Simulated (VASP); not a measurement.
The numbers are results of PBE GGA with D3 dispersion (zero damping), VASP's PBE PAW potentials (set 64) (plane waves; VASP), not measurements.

VASP ran on this input.

KPOINTS:
```
Regular mesh
0
gamma
9 9 5
0 0 0
```

### INCAR
```
! general
SYSTEM = AlN
PREC   = Accurate
ENCUT  = 520   ! plane-wave cut-off (eV)
LREAL  = .False.   ! projection in real space or not
LASPH  = .True.   ! aspherical one-centre terms

! electronic loop
EDIFF  = 1E-7   ! SCF stop (eV)
NELM   = 100   ! most electronic steps
ALGO   = Normal   ! blocked Davidson

! smearing
ISMEAR = -5   ! tetrahedra, Bloechl

! functional
GGA    = PE   ! PBE
IVDW   = 11

! ions
ISIF   = 2   ! forces and stress, cell fixed

! output
LWAVE  = .False.
LCHARG = .True.
LORBIT = 11   ! lm-projected
NEDOS  = 601

! other
LEFG   = .True.
```

File POSCAR:
```
AlN
1.0
  1.5576545083  -2.6979367431   0.0000000000
  1.5576545083   2.6979367431   0.0000000000
  0.0000000000   0.0000000000   4.9899128774
Al N
2 2
Direct
  0.6666670000   0.3333330000   0.5001070540
  0.3333330000   0.6666670000   0.0001070540
  0.6666670000   0.3333330000   0.8818929460
  0.3333330000   0.6666670000   0.3818929460
```

POTCAR, in this order: Al N (PBE.64 set). Program: vasp_std.

Output

File OUTCAR:
```
 ion  position               nearest neighbor table
   1  0.667  0.333  0.500-   4 1.89   4 1.89   4 1.89   3 1.91   2 3.08   2 3.08   2 3.08   2 3.08
                             2 3.08   2 3.08
   2  0.333  0.667  0.000-   3 1.89   3 1.89   3 1.89   4 1.91   1 3.08   1 3.08   1 3.08   1 3.08
                             1 3.08   1 3.08
   3  0.667  0.333  0.882-   2 1.89   2 1.89   2 1.89   1 1.91
   4  0.333  0.667  0.382-   1 1.89   1 1.89   1 1.89   2 1.91
  LATTYP: Found a hexagonal cell.
 ALAT       =     3.1153090115
 C/A-ratio  =     1.6017393007
 Subroutine PRICEL returns:
 Original cell was already a primitive cell.
 Subroutine GETGRP returns: Found 12 space group operations
The static configuration has the point symmetry C_3v.
 The point group associated with its full space group is C_6v.
The dynamic configuration has the point symmetry C_3v.
 Subroutine INISYM returns: Found 12 space group operations
 Subroutine IBZKPT returns following result:
 Found     36 irreducible k-points:

 Following reciprocal coordinates:
            Coordinates               Weight
  0.000000  0.000000  0.000000      1.000000
  0.111111 -0.000000  0.000000      6.000000
  0.222222 -0.000000  0.000000      6.000000
  0.333333 -0.000000  0.000000      6.000000
  0.444444 -0.000000  0.000000      6.000000
  0.111111  0.111111  0.000000      6.000000
  0.222222  0.111111  0.000000     12.000000
  0.333333  0.111111  0.000000     12.000000
  0.444444  0.111111  0.000000      6.000000
  0.222222  0.222222  0.000000      6.000000
  0.333333  0.222222  0.000000     12.000000
  0.333333  0.333333  0.000000      2.000000
  0.000000  0.000000  0.200000      2.000000
  0.111111 -0.000000  0.200000     12.000000
  0.222222 -0.000000  0.200000     12.000000
  0.333333 -0.000000  0.200000     12.000000
  0.444444 -0.000000  0.200000     12.000000
  0.111111  0.111111  0.200000     12.000000
...
```

OSZICAR:
```
       N       E                     dE             d eps       ncg     rms          rms(c)
DAV:   1     0.540449668253E+02    0.54045E+02   -0.76738E+03   864   0.120E+03
DAV:   2    -0.302708562520E+02   -0.84316E+02   -0.78281E+02  1244   0.227E+02
DAV:   3    -0.344701028510E+02   -0.41992E+01   -0.41731E+01  1120   0.555E+01
DAV:   4    -0.345074024300E+02   -0.37300E-01   -0.37292E-01   984   0.595E+00
DAV:   5    -0.345079336098E+02   -0.53118E-03   -0.53117E-03  1104   0.734E-01    0.122E+01
DAV:   6    -0.297703641075E+02    0.47376E+01   -0.16962E+01  1032   0.315E+01    0.425E+00
DAV:   7    -0.297863531347E+02   -0.15989E-01   -0.65712E-01   968   0.638E+00    0.290E+00
DAV:   8    -0.297796182580E+02    0.67349E-02   -0.78816E-02   992   0.294E+00    0.483E-01
DAV:   9    -0.297747683671E+02    0.48499E-02   -0.20862E-02  1076   0.108E+00    0.241E-01
DAV:  10    -0.297753221067E+02   -0.55374E-03   -0.22696E-03  1020   0.367E-01    0.131E-01
DAV:  11    -0.297752538325E+02    0.68274E-04   -0.20480E-04  1036   0.116E-01    0.325E-02
DAV:  12    -0.297752556593E+02   -0.18268E-05   -0.81710E-06   948   0.294E-02    0.916E-03
DAV:  13    -0.297752553700E+02    0.28935E-06   -0.55837E-06  1056   0.176E-02    0.537E-03
DAV:  14    -0.297752553540E+02    0.15980E-07   -0.41922E-07   976   0.582E-03
   1 F= -.30421544E+02 E0= -.30421544E+02  d E =0.000000E+00
```

File OUTCAR:
```
------------------------ aborting loop because EDIFF is reached ----------------------------------------
 Edisp (eV)   -0.64629
  FORCE on cell =-STRESS in cart. coord.  units (eV):
  Direction    XX          YY          ZZ          XY          YZ          ZX
  --------------------------------------------------------------------------------------
  Total      -0.02682    -0.02682     0.04196     0.00000     0.00000     0.00000
  in kB      -1.02474    -1.02474     1.60313     0.00000     0.00000     0.00000
  external pressure =       -0.15 kB  Pullay stress =        0.00 kB
  volume of cell :       41.94
      direct lattice vectors                 reciprocal lattice vectors
     1.557654508 -2.697936743  0.000000000     0.320995444 -0.185326806  0.000000000
     1.557654508  2.697936743  0.000000000     0.320995444  0.185326806  0.000000000
     0.000000000  0.000000000  4.989912877     0.000000000  0.000000000  0.200404301
  FREE ENERGIE OF THE ION-ELECTRON SYSTEM (eV)
  ---------------------------------------------------
  free  energy   TOTEN  =       -30.4215436329 eV

  energy  without entropy=      -30.4215436329  energy(sigma->0) =      -30.42154363

 total charge

# of ion       s       p       d       tot
------------------------------------------
    1        0.368   0.438   0.000   0.806
    2        0.368   0.438   0.000   0.806
    3        1.223   2.638   0.000   3.860
    4        1.223   2.638   0.000   3.860
--------------------------------------------------
tot          3.181   6.153   0.000   9.334

 Electric field gradients after diagonalization (V/A^2)
 (convention: |V_zz| > |V_xx| > |V_yy|)
----------------------------------------------------------------------
 ion       V_xx      V_yy      V_zz     asymmetry (V_yy - V_xx)/ V_zz
----------------------------------------------------------------------
   1      -2.489    -2.489     4.978       0.000
   2      -2.489    -2.489     4.978       0.000
   3      -0.063    -0.062     0.125       0.003
   4      -0.063    -0.062     0.125       0.002
```
(Selected blocks of OUTCAR.)

OUTCAR:
```
 val. band max:        6.1155520531   @ k =   0.0000   0.0000   0.0000

 cond. band min:      10.2858645693   @ k =   0.0000   0.0000   0.0000


 Fermi energy:         6.1166000569

 k-point     1 :       0.0000    0.0000    0.0000
  band No.  band energies     occupation
      1      -9.0491      2.00000
      2      -6.9166      2.00000
      3       0.1393      2.00000
      4       5.2518      2.00000
      5       5.2518      2.00000
      6       5.9003      2.00000
      7       5.9003      2.00000
      8       6.1156      2.00000
      9      10.2859      0.00000
     10      12.7416      0.00000
     11      16.6945      0.00000
     12      17.2377      0.00000

 k-point     2 :       0.1111   -0.0000    0.0000
  band No.  band energies     occupation
      1      -8.8932      2.00000
      2      -6.8292      2.00000
      3       0.3254      2.00000
      4       4.5502      2.00000
      5       5.0555      2.00000
      6       5.2225      2.00000
      7       5.8722      2.00000
      8       6.0449      2.00000
      9      10.9725      0.00000
     10      13.3492      0.00000
     11      16.0470      0.00000
     12      16.3139      0.00000

 k-point     3 :       0.2222   -0.0000    0.0000
  band No.  band energies     occupation
      1      -8.4509      2.00000
      2      -6.6103      2.00000
      3       0.8657      2.00000
      4       3.0551      2.00000
      5       3.9701      2.00000
      6       4.6513      2.00000
      7       5.7421      2.00000
      8       5.7840      2.00000
      9      12.0885      0.00000
     10      13.8630      0.00000
     11      14.4848      0.00000
     12      15.9233      0.00000

 k-point     4 :       0.3333   -0.0000    0.0000
  band No.  band energies     occupation
      1      -7.8139      2.00000
      2      -6.3989      2.00000
      3       1.6175      2.00000
      4       1.7059      2.00000
      5       2.7956      2.00000
      6       4.2749      2.00000
...
```

The compound is AlN in the wurtzite structure. It was relaxed first.
